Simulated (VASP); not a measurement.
Computed with r2SCAN meta-GGA, VASP's PBE PAW potentials (set 64) (plane waves; VASP 6.6.1).

VASP input:

**KPOINTS_OPT**
```
k-points along high-symmetry lines
6
Line-mode
Reciprocal
  0.000000   0.000000   0.000000 ! GAMMA
  0.000000   0.500000   0.000000 ! M

  0.000000   0.500000   0.000000 ! M
 -0.333333   0.666667   0.000000 ! K

 -0.333333   0.666667   0.000000 ! K
  0.000000   0.000000   0.000000 ! GAMMA

  0.000000   0.000000   0.000000 ! GAMMA
  0.000000   0.000000   0.500000 ! A

  0.000000   0.000000   0.500000 ! A
  0.000000   0.500000   0.500000 ! L

  0.000000   0.500000   0.500000 ! L
 -0.333333   0.666667   0.500000 ! H

 -0.333333   0.666667   0.500000 ! H
  0.000000   0.000000   0.500000 ! A

  0.000000   0.500000   0.500000 ! L
  0.000000   0.500000   0.000000 ! M

 -0.333333   0.666667   0.500000 ! H
 -0.333333   0.666667   0.000000 ! K
```

**INCAR**
```
# general
SYSTEM =CdSe
PREC   =Accurate
ENCUT  =520
LREAL  =.FALSE.
LASPH  =.TRUE.

# electronic loop
EDIFF  =1E-7
NELM   =100
ALGO   =Normal
LMAXMIX=4
LMIXTAU=.TRUE.

# smearing
ISMEAR =-5

# functional
METAGGA=R2SCAN

# ions
ISIF   =2

# output
LWAVE  =.FALSE.
LCHARG =.FALSE.
LORBIT =11
NEDOS  =601
```

### KPOINTS
```
K-points
0
Gamma
  7 7 4
```

### POSCAR
```
CdSe
14.168790
  0.1534776160  -0.2658310114   0.0000000000
  0.1534776160   0.2658310114   0.0000000000
  0.0000000000   0.0000000000   0.5000000019
Cd Se
2 2
Cartesian
  0.1534776160  -0.0886105144   0.2500113965
  0.1534776160   0.0886105144   0.0000113956
  0.1534776160  -0.0886105144   0.4379886061
  0.1534776160   0.0886105144   0.1879886052
```

POTCAR, in this order: Cd Se (PBE.64 set). Program: vasp_std.

Task: Predict the energy per atom (σ→0), band gap (over mesh and band path).

Result: 
```json
{
  "energy per atom (σ→0)": "-17.958 eV/atom",
  "band gap (over mesh and band path)": "1.08 eV"
}
```

File OSZICAR:
```
...
DAV:  24    -0.718322244627E+02    0.15643E-05   -0.19266E-06  1194   0.817E-03    0.711E-03
DAV:  25    -0.718322242724E+02    0.19032E-06   -0.15676E-06  1146   0.579E-03    0.277E-03
DAV:  26    -0.718322247721E+02   -0.49971E-06   -0.13248E-07   758   0.317E-03    0.175E-03
DAV:  27    -0.718322247417E+02    0.30364E-07   -0.17213E-08   540   0.121E-03
   1 F= -.71832225E+02 E0= -.71832225E+02  d E =0.000000E+00
       N       E                     dE             ncg
       N       E                     dE             ncg
       N       E                     dE             ncg
```

The compound is CdSe in the wurtzite structure. It was relaxed first.
